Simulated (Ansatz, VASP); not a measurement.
# AlGaAs2 ([001] superlattice of 4 + 4 monolayers (invented)): VASP beside Ansatz, part 2 of 2

One calculation is typed for both programs; each brings its own data sets. How far apart do they land? The cell is generated by rule, not measured, and may not be a known phase. The cell is taken from a series of runs on this material, whose earlier steps may have relaxed, scaled, displaced or heated it; both programs get it as it stands.

VASP 6.6.1 and Ansatz 0.2.0.

So far: Starting point; VASP: relaxation of cell and atoms, r2SCAN.

### 3. Ansatz: relaxation of cell and atoms, r2SCAN

Level of this step: Ansatz beside VASP: Kohn-Sham DFT, plane waves, r2SCAN (Ansatz).

Ansatz runs on its PAW soft_1 files.

The same cell, functional, mesh and smearing now go to Ansatz, which takes its cutoff from its data sets.

Input file input.yaml:

```yaml
crystal:
  lattice:
    - [4.000103, 0.0, 0.0]
    - [0.0, 4.000103, 0.0]
    - [0.0, 0.0, 22.628]
  atoms:
    - { symbol: Ga, position: [0.5, 0.0, 0.8125] }
    - { symbol: As, position: [0.5, 0.5, 0.875] }
    - { symbol: Ga, position: [0.0, 0.5, 0.9375] }
    - { symbol: As, position: [0.0, 0.0, 0.0] }
    - { symbol: Ga, position: [0.5, 0.0, 0.0625] }
    - { symbol: As, position: [0.5, 0.5, 0.125] }
    - { symbol: Ga, position: [0.0, 0.5, 0.1875] }
    - { symbol: As, position: [0.0, 0.0, 0.25] }
    - { symbol: Al, position: [0.5, 0.0, 0.3125] }
    - { symbol: As, position: [0.5, 0.5, 0.375] }
    - { symbol: Al, position: [0.0, 0.5, 0.4375] }
    - { symbol: As, position: [0.0, 0.0, 0.5] }
    - { symbol: Al, position: [0.5, 0.0, 0.5625] }
    - { symbol: As, position: [0.5, 0.5, 0.625] }
    - { symbol: Al, position: [0.0, 0.5, 0.6875] }
    - { symbol: As, position: [0.0, 0.0, 0.75] }
kpoints:
  mp_grid: { grid: [6, 6, 1] }
hamiltonian:
  xc: r2scan
  pseudopotentials: { kind: paw, azcp: { folder: soft_1 } }
scf:
  occupations: { method: gaussian, width: 0.02 }
output:
  forces: true
  stress: true
  eigenvalues: true
  write_density: true
  write_potential: true
  elf: true
  volumetric_format: npy
relax:
  adjacent_minimum: "off"
  f_tol: 0.005
  max_steps: 80
  cell: { stress_tol: 0.05 }
```

Command:

```bash
> ansatz run input.yaml --threads 4 --pin off --max-ram 10240MiB --backend cpu --events-out ev --progress --plain --runs-dir out
```

Numbers of over 12 decimals in the logs are rounded to 6 here.

Output:

```text
Engine: ansatz 0.2.0, x86_64-unknown-linux-gnu
Pseudopotentials: kind: paw
Pseudopotential: Ga, paw, valence charge 13, recommended cutoff 500 eV (meta_gga), soft_1/Ga.paw.azcp
Pseudopotential: As, paw, valence charge 15, recommended cutoff 500 eV (meta_gga), soft_1/As.paw.azcp
Pseudopotential: Al, paw, valence charge 3, recommended cutoff 500 eV (meta_gga), soft_1/Al.paw.azcp
Functional definition: r2SCAN
  parameter k0 = 0.174
  parameter k1 = 0.065
  parameter a1 = 4.9479
  exchange = r2scan_x(k0 = k0, k1 = k1, a1 = a1)
  correlation = r2scan_c
Crystal: 16 atoms, lattice volume = 362.067 Å³
Basis set: ecut = 500 eV, 9259 PW (Γ), exchange–correlation on 120×120×720 points (64 copies of the dense FFT grid, shifted against one another)
Bands: 111, of which v1, the nominal top of the filled ones, is band 92 counted from 1 (91 counted from 0)
Symmetry: 8 space group operations
Space group: P-4m2 (ITA 115), of the structure as read, at distance tolerance 7.1e-5 Å
k-points: 10 of 36
Non-local potential: Ga, projectors of the file, l = 0: 2, l = 1: 2, l = 2: 3, l = 3: 1
Non-local potential: As, projectors of the file, l = 0: 2, l = 1: 2, l = 2: 3, l = 3: 1
Non-local potential: Al, projectors of the file, l = 0: 2, l = 1: 2, l = 2: 1
PAW form: soft (Blöchl's): semilocal exchange-correlation on the pseudo side does not see the compensation charge
PAW frozen core: Ga, regenerated for the run's functional (the file was generated under x = pbe(κ = 0.804, μ = 0.219515), c = pbe(β = 0.066725))
PAW frozen core: As, regenerated for the run's functional (the file was generated under x = pbe(κ = 0.804, μ = 0.219515), c = pbe(β = 0.066725))
PAW frozen core: Al, regenerated for the run's functional (the file was generated under x = pbe(κ = 0.804, μ = 0.219515), c = pbe(β = 0.066725))
PAW one-centre angular grid: Ga, 590 points (default); XC on 160 Gauss nodes
PAW one-centre angular grid: As, 590 points (default); XC on 160 Gauss nodes
PAW one-centre angular grid: Al, 302 points (default); XC on 160 Gauss nodes
Initial density: superposition of atomic densities (chi_scale 0.1, normalization cell, long waves kept (reshape's long-wave potential 0.74 eV rms))
Initial wavefunctions: pseudopotential atomic-orbital guess
Functional: x = r2scan, c = r2scan; τ floored in thin density (d = 2e-4 eV/Å³)
SCF iter   1: F=—  HF=-56248.492344 eV  |F-HF|=—  |Δ(HF+E_count)|=         —  Δρ=4.57e-2  dr2=7.82e0  dr2_τ=6.72e-2  ethr=3.10e-3  ⟨swp⟩=6.1  Hψ=4265  notcnv=0  defer=12
preconditioner: auto → Resta (q_TF=auto, 2.437 Å⁻¹)  ε∞=3.1  [insulator: Δε(μ)=1.078 eV  Ē_g=13.754 eV  σ=0.020 eV  W_gap=1.00  n_scr=96 (ndim 8)  ℏωp=19.9 eV  f_vac=0.000  D(μ)=0.00/eV (n_scr^D=0)  ε∞_Penn≈3.1]
SCF iter   2: F=—  HF=-56248.055222 eV  |F-HF|=—  |Δ(HF+E_count)|=   4.37e-1  Δρ=2.54e-2  dr2=2.04e0  dr2_τ=1.15e-2  ethr=3.10e-3  ⟨swp⟩=2.7  Hψ=1400  notcnv=0  defer=116
SCF iter   3: F=—  HF=-56248.057720 eV  |F-HF|=—  |Δ(HF+E_count)|=   2.50e-3  Δρ=1.15e-2  dr2=6.73e-1  dr2_τ=3.05e-3  ethr=1.11e-3  ⟨swp⟩=2.4  Hψ=1379  notcnv=0  defer=121
SCF iter   4: F=—  HF=-56248.056143 eV  |F-HF|=—  |Δ(HF+E_count)|=   1.58e-3  Δρ=1.67e-3  dr2=1.62e-2  dr2_τ=1.44e-4  ethr=3.66e-4  ⟨swp⟩=3.9  Hψ=1557  notcnv=0  defer=116
SCF iter   5: F=—  HF=-56248.058522 eV  |F-HF|=—  |Δ(HF+E_count)|=   2.38e-3  Δρ=1.11e-3  dr2=5.42e-3  dr2_τ=4.30e-5  ethr=8.82e-6  ⟨swp⟩=2.4  Hψ=2232  notcnv=0  defer=120
SCF iter   6: F=—  HF=-56248.056660 eV  |F-HF|=—  |Δ(HF+E_count)|=   1.86e-3  Δρ=3.55e-4  dr2=9.26e-4  dr2_τ=5.80e-6  ethr=2.94e-6  ⟨swp⟩=2.0  Hψ=1830  notcnv=0  defer=120
SCF iter   7: F=—  HF=-56248.056318 eV  |F-HF|=—  |Δ(HF+E_count)|=   3.42e-4  Δρ=1.18e-4  dr2=6.55e-5  dr2_τ=5.74e-7  ethr=5.03e-7  ⟨swp⟩=2.0  Hψ=1760  notcnv=0  defer=120
SCF iter   8: F=—  HF=-56248.056271 eV  |F-HF|=—  |Δ(HF+E_count)|=   4.70e-5  Δρ=3.79e-5  dr2=4.41e-6  dr2_τ=5.83e-8  ethr=3.56e-8  ⟨swp⟩=2.0  Hψ=1930  notcnv=0  defer=120
SCF iter   9: F=—  HF=-56248.056273 eV  |F-HF|=—  |Δ(HF+E_count)|=   2.26e-6  Δρ=8.93e-6  dr2=6.44e-7  dr2_τ=5.39e-9  ethr=2.39e-9  ⟨swp⟩=2.0  Hψ=1879  notcnv=0  defer=120
SCF iter  10: F=-56248.056273 eV  HF=-56248.056273 eV  |F-HF|=4.18e-8  |Δ(HF+E_count)|=   1.31e-7  Δρ=3.58e-6  dr2=6.42e-8  dr2_τ=5.75e-10  ethr=5.43e-11  ⟨swp⟩=16.9  Hψ=10909  notcnv=0
SCF 1 converged in 10 iterations: F = -56248.056273 eV  dr2 = 6.42e-8
  greatest PAW one-centre occupation: 0.999 electrons in one spin orbital (limit 2), on the As atom at site 3 (counted from 0), in its partial waves of l = 2
relax step   1: F+E_penalty+E_count = -56248.05627278 eV  Δ(F+E_penalty+E_count) = +0.000e0 eV  max|allowed force component| = 4.002e-2 eV/Å  Δτ_max = 0.0000 Å  P = +0.572 GPa  Ω = 362.067 Å³  (10 SCF iters, dr2 threshold 1.00e-7 eV, accepted)
Crystal: 16 atoms, lattice volume = 364.754 Å³
[...]
basis re-selected at this cell: Δ(F+E_penalty+E_count) = -4.640e-4 eV, ΔP = +0.001 GPa vs the last step (what re-selecting the basis moved, of the pressure what is left beyond the Pulay correction that the steps carried, after the strain that the cell walked since its last selection, with what the two solves' SCF thresholds leave and, on support functions, any second-order correction that the steps lacked; it is no m [...]
SCF converged after 5 iterations
Free energy (F): -56248.061950 eV
Harris-Foulkes:  -56248.061950 eV  (|F-HF|=2.91e-11)
Internal energy: -56248.061950 eV  (E = F + TS)
E sigma→0 (E₀):  -56248.061950 eV
Fermi energy:    7.525180 eV
--- Per-component energies (eV) ---
  E_band       = -2522.137134
  E_kinetic    = 1319.931171
  E_local      = -33379.926698  (includes V_loc(G=0)·N_el)
  E_nonlocal   = -3471.644699
  E_hartree    = 18317.122721
  E_xc         = -900.707608
  E_vxc        = -984.353105  (∫ρ·V_xc dr)
  E_paw        = -26123.482452  (= ΣΔE_a)
  E_vpaw       = -2689.947452  (= ΣTr[D̂ρ^β])
  E_aug_tail   = 0.000288  (compensation charges beyond the density's cutoff)
  E_vtau       = 49.557501  (kinetic-family band-sum trace: ∫τ·v_τ [+ j·A + Jᵃ·Aᵃ] dr)
  E_ewald      = -11994.842825
  E_core_change = -14.511848  (= ΣΔE_core)
  E_smearing   = -0.000000  (= −TS)
  E_closure    = 0.000000  (closes the sum)
  Σ components = -56248.061950   (vs F -56248.061950, Δ=0.00e0)
--- Forces (eV/Å), atoms counted from 1 ---
  atom   1  Ga     0.00000000    -0.00000000     0.00001016
  atom   2  As     0.00000000    -0.00000000    -0.00017562
  atom   3  Ga     0.00000000    -0.00000000     0.00029028
  atom   4  As     0.00000000    -0.00000000    -0.00000000
  atom   5  Ga     0.00000000    -0.00000000    -0.00029028
  atom   6  As     0.00000000    -0.00000000     0.00017562
  atom   7  Ga     0.00000000    -0.00000000    -0.00001016
  atom   8  As    -0.00000000     0.00000000    -0.00217527
  atom   9  Al    -0.00000000     0.00000000    -0.00055854
  atom  10  As    -0.00000000     0.00000000     0.00044304
  atom  11  Al    -0.00000000     0.00000000    -0.00004091
  atom  12  As    -0.00000000     0.00000000     0.00000000
  atom  13  Al    -0.00000000     0.00000000     0.00004091
  atom  14  As    -0.00000000     0.00000000    -0.00044304
  atom  15  Al    -0.00000000     0.00000000     0.00055854
  atom  16  As    -0.00000000     0.00000000     0.00217527
  max |Σ_I F_I| component: 2.66e-16 eV/Å
--- Stress (GPa, compression-positive) ---
       -0.001945      -0.000000      -0.000000
       -0.000000      -0.001945      -0.000000
       -0.000000      -0.000000      -0.024435
  P = ⅓ Tr σ = -0.0094 GPa (-0.094 kbar)
--- Band table (eV; the first three rows and the last of 10) ---
  k-point 0: bands = [... 88 lower, 6.1217, 6.7168, 6.7499, 6.7499, 8.3002, 8.4374, 8.6365, 8.7707, ... 15 higher]
  k-point 1: bands = [... 88 lower, 6.1324, 6.2955, 6.3537, 6.6567, 8.8340, 9.0949, 9.1763, 9.2185, ... 15 higher]
  k-point 2: bands = [... 88 lower, 5.7370, 5.9687, 6.0432, 6.3027, 8.8436, 8.9972, 9.2385, 9.4467, ... 15 higher]
  k-point 9: bands = [... 88 lower, 4.2128, 4.2167, 4.2169, 4.2169, 8.4356, 8.4640, 8.9901, 8.9901, ... 15 higher]
--- Relaxed structure (3 steps of the walk, 3 accepted, 1 SCFs on fresh bases) ---
  F+E_penalty+E_count = -56248.06195001 eV   max|allowed force component| = 2.175e-3 eV/Å   (the final SCF, on the basis selected at the relaxed cell)
  cell:  # Å, volume = 364.8545 Å³
    - [4.013024, 0, 9.40296156300027e-19]
    - [0, 4.013024, 0]
    - [5.319118388890738e-18, 0, 22.655632]
  atoms:
    - { symbol: Ga, position: [0.5, 0, 0.812867] }
    - { symbol: As, position: [0.5, 0.5, 0.875253] }
    - { symbol: Ga, position: [0, 0.5, 0.937614] }
    - { symbol: As, position: [0, 0, 0] }
    - { symbol: Ga, position: [0.5, 0, 0.062386] }
    - { symbol: As, position: [0.5, 0.5, 0.124747] }
    - { symbol: Ga, position: [0, 0.5, 0.187133] }
    - { symbol: As, position: [0, 0, 0.249797] }
    - { symbol: Al, position: [0.5, 0, 0.312145] }
    - { symbol: As, position: [0.5, 0.5, 0.374750] }
    - { symbol: Al, position: [0, 0.5, 0.437375] }
    - { symbol: As, position: [0, 0, 0.500000] }
    - { symbol: Al, position: [0.5, 0, 0.562625] }
    - { symbol: As, position: [0.5, 0.5, 0.625250] }
    - { symbol: Al, position: [0, 0.5, 0.687855] }
    - { symbol: As, position: [0, 0, 0.750203] }
```

Reading the cycles: dr2 is the Hartree energy of the density residual (eV), the measure of convergence; HF is the Harris–Foulkes estimate of the energy, which meets the free energy F at convergence.

### 4. Comparison

Known differences besides the potentials themselves: VASP keeps PBE cores, Ansatz makes them for the functional; the data sets hold 184 valence electrons in Ansatz (on its PAW soft_1 files) and 104 in VASP; the cutoff is 500 eV in Ansatz and 550 eV in VASP; Ansatz adds a Pulay correction to the stress that steers its cell, VASP none. Total energies have different zeros and are not compared.

Compared:

```csv
quantity,Ansatz,VASP,difference
volume (Å³),364.85,365.13,-0.08 %
"edge a after relaxation, in the typed setting (Å)",4.013,4.014,-0.04 %
"edge c after relaxation, in the typed setting (Å)",22.656,22.656,+0.00 %
```

### 5. Outcome

* difference in volume (relaxation of cell and atoms, r2SCAN): -0.076 %

The difference in volume is -0.076 % (relaxation of cell and atoms, r2SCAN), within the 1.2 % picked in this series as the mark of a large difference, as far as the stopping tolerances let one tell. The data sets hold unlike numbers of valence electrons (184 in Ansatz and 104 in VASP), so part of the differences comes from the potentials. How closely two codes agree says nothing of how well the functional describes the real material.

[Lines on the potential files, build, host, timing and source positions are cut from VASP's logs without a mark.]

[Logs are printed without paths, hosts, clocks, repeated set-up lines and the standing remarks that a program may print on its own settings, such as how far it seeks lower states.]

[Hosts, paths, dates, database ids (printed as entryN), source tags and the programs' standing remarks are cut or masked in the printed files.]
